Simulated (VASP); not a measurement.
# InAs: how numerical settings change the zone-centre modes, part 2 of 2

How far do the zone-centre frequencies of InAs depend on the numerical settings? The starting structure is a measured crystal structure from the Crystallography Open Database.

VASP 6.6.1.

Results so far: reference T2 213.2 cm⁻¹; a 5×5×5 mesh T2 199.2 cm⁻¹; a cutoff of 240 eV T2 213.6 cm⁻¹.

### Step 5. Modes with a 12×12×12 mesh

Level of this step: LDA; plane waves and PAW (In_d, As) (VASP).

Against step 2 the input has a 12×12×12 mesh.

Contents of INCAR:

```
SYSTEM = InAs
PREC = Accurate
ENCUT = 450
EDIFF = 1E-08
NELM = 100
ISMEAR = 0
SIGMA = 0.05
LREAL = .FALSE.
ALGO = Normal
GGA = CA
NBANDS = 15
LORBIT = 11
LWAVE = .FALSE.
LCHARG = .FALSE.
KPAR = 8
IBRION = 8
ISIF = 2
```

Contents of POSCAR:

```
InAs
1.0
    0.0000000000      3.0161874123      3.0161874123
    3.0161874123      0.0000000000      3.0161874123
    3.0161874123      3.0161874123      0.0000000000
In As
1 1
Direct
    0.0000000000      0.0000000000      0.0000000000
    0.7500000000      0.7500000000      0.7500000000
```

Contents of KPOINTS:

```
Automatic mesh
0
Gamma
12 12 12
0 0 0
```

Potentials, in the order of the species: In_d and As (LDA family, release 64).

Run with:

```bash
> mpirun -np 8 vasp_std
```

Log:

```text
[... set-up lines as in an earlier step ...]
 entering main loop
       N       E                     dE             d eps       ncg     rms          rms(c)
DAV:   1     0.108593569425E+03    0.10859E+03   -0.77256E+03  2160   0.116E+03
DAV:   2    -0.200124248347E+01   -0.11059E+03   -0.10636E+03  2293   0.286E+02
DAV:   3    -0.915208111626E+01   -0.71508E+01   -0.71160E+01  2797   0.767E+01
DAV:   4    -0.933838637866E+01   -0.18631E+00   -0.18624E+00  2600   0.140E+01
[...]
DAV:  12    -0.903010719465E+01    0.26274E-05   -0.53367E-06  3225   0.322E-02    0.735E-03
DAV:  13    -0.903010723894E+01   -0.44291E-07   -0.71915E-07  2713   0.496E-03    0.191E-03
DAV:  14    -0.903010723389E+01    0.50463E-08   -0.25895E-08  2806   0.243E-03
   1 F= -.90301072E+01 E0= -.90300838E+01  d E =-.469224E-04
 Linear response reoptimize wavefunctions to high precision
DAV:   1    -0.903010723412E+01   -0.23124E-09   -0.36915E-09  2332   0.105E-03
DAV:   2    -0.903010723421E+01   -0.87539E-10   -0.96171E-10  1528   0.241E-04
 Linear response DOF=           2
 Linear response progress:
[...]
RMM:  17    -0.237586445855E+00    0.32132E-07   -0.90268E-09 14585   0.461E-05    0.507E-06
RMM:  18    -0.237586460972E+00   -0.15118E-07   -0.43226E-09 15850   0.446E-05    0.284E-07
RMM:  19    -0.237586461023E+00   -0.50764E-10   -0.25101E-09 12290   0.435E-05    0.671E-07
 first order change of Fermi-energy  -0.41777E-04
 force on displaced ion       1 direction 1 :  -7.640   0.000   0.000
 Linear response progress:
  Degree of freedom:   2/  2
       N       E                     dE             d eps       ncg     rms          rms(c)
RMM:   1    -0.475497969624E-01   -0.47550E-01    0.64098E-02 17528   0.156E+00
RMM:   2    -0.452575249334E-01    0.22923E-02    0.16333E-03 13256   0.580E-01    0.110E-01
RMM:   3    -0.459563958832E-01   -0.69887E-03   -0.20122E-03 15449   0.248E-01    0.467E-02
RMM:   4    -0.461167423751E-01   -0.16035E-03   -0.16374E-04 15766   0.826E-02    0.107E-02
[...]
RMM:  11    -0.461290434993E-01    0.26120E-07   -0.62863E-08 18079   0.756E-05    0.205E-05
RMM:  12    -0.461290841072E-01   -0.40608E-07    0.13418E-08 16791   0.355E-05    0.771E-06
RMM:  13    -0.461290746962E-01    0.94110E-08   -0.22650E-08 17519   0.227E-05    0.189E-06
 first order change of Fermi-energy   0.30671E-03
 force on displaced ion       2 direction 1 :  -7.633  -0.000  -0.000
 Linear response finished
```

The job ended after 56 s (8 MPI ranks of Intel Xeon 6975P-C (Granite Rapids), shared host; peak memory 4.1 GiB; 6.8 min of CPU time).

Parts of OUTCAR (step 5):

```text
  Total       -0.0029042     -0.0029042     -0.0029042      0.0000000      0.0000000     -0.0000000
  in kB       -0.0847875     -0.0847875     -0.0847875      0.0000000      0.0000000     -0.0000000
  external PRESSURE =      -0.0847875 kB  Pullay stress =       0.0000000 kB

 POSITION                                       TOTAL-FORCE (eV/Angst)
 -----------------------------------------------------------------------------------
      0.00000      0.00000      0.00000        -0.000000     -0.000000      0.000000
      4.52428      4.52428      4.52428         0.000000      0.000000     -0.000000
 -----------------------------------------------------------------------------------
    total drift:                                0.000000      0.000000      0.000000

[... 1 part as in an earlier step ...]

[... 1 further part left out ...]
```

With a 12×12×12 mesh the mode is T2 214.0 cm⁻¹, +0.8 cm⁻¹ from the reference.

### Step 6. Modes with a smearing width of 0.02 eV

Against step 2 the input has SIGMA = 0.02.

Changes to INCAR since step 5:

```diff
@@ -6,3 +6,3 @@
 ISMEAR = 0
-SIGMA = 0.05
+SIGMA = 0.02
 LREAL = .FALSE.
```

POSCAR is that of step 5.

Contents of KPOINTS:

```
Automatic mesh
0
Gamma
10 10 10
0 0 0
```

Run with:

```bash
> mpirun -np 8 vasp_std
```

Log:

```text
[... set-up lines as in an earlier step ...]
 entering main loop
       N       E                     dE             d eps       ncg     rms          rms(c)
DAV:   1     0.106919438152E+03    0.10692E+03   -0.75982E+03  1417   0.115E+03
DAV:   2    -0.204556891623E+01   -0.10897E+03   -0.10501E+03  1536   0.288E+02
DAV:   3    -0.915253668036E+01   -0.71070E+01   -0.70727E+01  1802   0.765E+01
DAV:   4    -0.933716743200E+01   -0.18463E+00   -0.18454E+00  1743   0.138E+01
[...]
DAV:  12    -0.902925478185E+01    0.23397E-05   -0.50062E-06  2072   0.304E-02    0.659E-03
DAV:  13    -0.902925483411E+01   -0.52255E-07   -0.68628E-07  1823   0.495E-03    0.123E-03
DAV:  14    -0.902925482920E+01    0.49049E-08   -0.23916E-08  1716   0.237E-03
   1 F= -.90292548E+01 E0= -.90292394E+01  d E =-.308525E-04
 Linear response reoptimize wavefunctions to high precision
DAV:   1    -0.902925482957E+01   -0.36721E-09   -0.32777E-09  1509   0.991E-04
DAV:   2    -0.902925482960E+01   -0.34333E-10   -0.81409E-10   985   0.238E-04
 Linear response DOF=           2
 Linear response progress:
[...]
RMM:  16    -0.237611177283E+00    0.35864E-07   -0.44667E-08 10142   0.131E-05    0.216E-06
RMM:  17    -0.237611202749E+00   -0.25465E-07   -0.27729E-08  8504   0.101E-05    0.178E-06
RMM:  18    -0.237611195769E+00    0.69796E-08   -0.13181E-08  7942   0.845E-06    0.167E-06
 first order change of Fermi-energy  -0.48473E-04
 force on displaced ion       1 direction 1 :  -7.373   0.000   0.000
 Linear response progress:
  Degree of freedom:   2/  2
       N       E                     dE             d eps       ncg     rms          rms(c)
RMM:   1    -0.475705153994E-01   -0.47571E-01    0.63890E-02 10704   0.156E+00
RMM:   2    -0.452641913601E-01    0.23063E-02    0.16185E-03  8109   0.577E-01    0.109E-01
RMM:   3    -0.459647006734E-01   -0.70051E-03   -0.20057E-03  9410   0.248E-01    0.464E-02
RMM:   4    -0.461296616712E-01   -0.16496E-03   -0.16985E-04  9597   0.834E-02    0.106E-02
[...]
RMM:  12    -0.461412691936E-01   -0.35578E-07    0.15651E-08 10204   0.235E-05    0.857E-06
RMM:  13    -0.461412821078E-01   -0.12914E-07   -0.19018E-08 10676   0.963E-06    0.189E-06
RMM:  14    -0.461412757582E-01    0.63495E-08    0.22260E-09  7487   0.429E-06    0.110E-06
 first order change of Fermi-energy   0.37409E-03
 force on displaced ion       2 direction 1 :  -7.367  -0.000  -0.000
 Linear response finished
```

Wall time 37 s (8 MPI ranks); peak memory 3.3 GiB.

OUTCAR, selected parts (step 6):

```text
  Total       -0.0019881     -0.0019881     -0.0019881      0.0000000      0.0000000     -0.0000000
  in kB       -0.0580416     -0.0580416     -0.0580416      0.0000000      0.0000000     -0.0000000
  external PRESSURE =      -0.0580416 kB  Pullay stress =       0.0000000 kB

 POSITION                                       TOTAL-FORCE (eV/Angst)
 -----------------------------------------------------------------------------------
      0.00000      0.00000      0.00000         0.000000      0.000000      0.000000
      4.52428      4.52428      4.52428        -0.000000     -0.000000     -0.000000
 -----------------------------------------------------------------------------------
    total drift:                                0.000000      0.000000      0.000000

[... 2 parts as in an earlier step ...]
```

With a smearing width of 0.02 eV the mode is T2 210.2 cm⁻¹, -3.0 cm⁻¹ from the reference.

### Step 7. Modes with finite displacements

Against step 2 the input has IBRION = 6, NFREE = 2 and POTIM = 0.015 (also changed: NSW).

Changes to INCAR since step 6:

```diff
@@ -6,3 +6,3 @@
 ISMEAR = 0
-SIGMA = 0.02
+SIGMA = 0.05
 LREAL = .FALSE.
@@ -15,3 +15,6 @@
 KPAR = 8
-IBRION = 8
+IBRION = 6
+NFREE = 2
+POTIM = 0.015
+NSW = 1
 ISIF = 2
```

POSCAR is that of step 6.

KPOINTS is that of step 6.

Run with:

```bash
> mpirun -np 8 vasp_std
```

Log:

```text
[... set-up lines as in an earlier step ...]
 entering main loop
       N       E                     dE             d eps       ncg     rms          rms(c)
[... 14 cycles as in an earlier step ...]
   1 F= -.90293011E+01 E0= -.90292625E+01  d E =-.772005E-04
[...]
2 F= -.90284464E+01 E0= -.90284152E+01  d E =-.625680E-04
[...]
3 F= -.90284465E+01 E0= -.90284152E+01  d E =-.625715E-04
[...]
4 F= -.90284483E+01 E0= -.90284170E+01  d E =-.625599E-04
[...]
5 F= -.90284482E+01 E0= -.90284170E+01  d E =-.625646E-04
 Finite differences progress:
  Degree of freedom:   2/  2
  Displacement:        2/  2
  Total:               4/  4
```

It took 22 s on 8 MPI ranks; peak memory 2.6 GiB.

Parts of OUTCAR (step 7):

```text
  Total       -0.0010258      0.0009544      0.0009544      0.0000000     -0.1205202      0.0000000
  in kB       -0.0299482      0.0278642      0.0278642      0.0000000     -3.5185639      0.0000000
  external PRESSURE =       0.0085934 kB  Pullay stress =       0.0000000 kB

 POSITION                                       TOTAL-FORCE (eV/Angst)
 -----------------------------------------------------------------------------------
      0.00000      0.00000      0.00000        -0.113900     -0.000000     -0.000000
      4.50928      4.52428      4.52428         0.113900      0.000000      0.000000
 -----------------------------------------------------------------------------------
    total drift:                               -0.000052      0.000000      0.000000

  FREE ENERGIE OF THE ION-ELECTRON SYSTEM (eV)
  ---------------------------------------------------
  free  energy   TOTEN  =        -9.0284482403 eV

  energy  without entropy=       -9.0283856757  energy(sigma->0) =       -9.02841696

[... 2 parts as in an earlier step ...]

[... 1 further part left out ...]
[key lines of the parts left out:]
E-fermi :   4.4311
```

The last energy, forces and stress in OUTCAR belong to the last displaced cell, not to that of POSCAR.

With finite displacements the mode is T2 213.4 cm⁻¹, +0.2 cm⁻¹ from the reference.

### Step 8. The runs compared

```
                        run     T2                method  core minutes
                  reference  213.2   perturbation theory          4.13
               a 5×5×5 mesh  199.2   perturbation theory          1.63
         a cutoff of 240 eV  213.6   perturbation theory           1.6
            a 12×12×12 mesh  214.0   perturbation theory          7.47
a smearing width of 0.02 eV  210.2   perturbation theory          4.93
       finite displacements  213.4  finite displacements          2.93
```

Modes are in cm⁻¹, degenerate ones as one, matched between runs by symmetry and order. A number in brackets counts the listed modes of one symmetry from the lowest. The symmetry labels come from an automatic analysis and can be wrong where levels nearly coincide. Core minutes are wall time times ranks of the run shown, on a shared host.

### Step 9. Results

- T2, reference: 213.2 cm⁻¹
- T2, a 5×5×5 mesh: 199.2 cm⁻¹
- T2, a cutoff of 240 eV: 213.6 cm⁻¹
- T2, a 12×12×12 mesh: 214.0 cm⁻¹
- T2, a smearing width of 0.02 eV: 210.2 cm⁻¹
- T2, finite displacements: 213.4 cm⁻¹

The largest change comes with a 5×5×5 mesh: -14.0 cm⁻¹ in T2. On finer settings the modes change by up to +0.8 cm⁻¹ in T2 with a 12×12×12 mesh. Other changes move the modes by more: -14.0 cm⁻¹ in T2 with a 5×5×5 mesh and -3.0 cm⁻¹ in T2 with a smearing width of 0.02 eV. Further runs on this material are not shown.

[Lines on the potential files, build, host, timing and source positions are cut from VASP's logs without a mark.]

[Logs are printed without paths, hosts, clocks, repeated set-up lines and the standing remarks that a program may print on its own settings, such as how far it seeks lower states.]

[Hosts, paths, dates, database ids (printed as entryN), source tags and the programs' standing remarks are cut or masked in the printed files.]
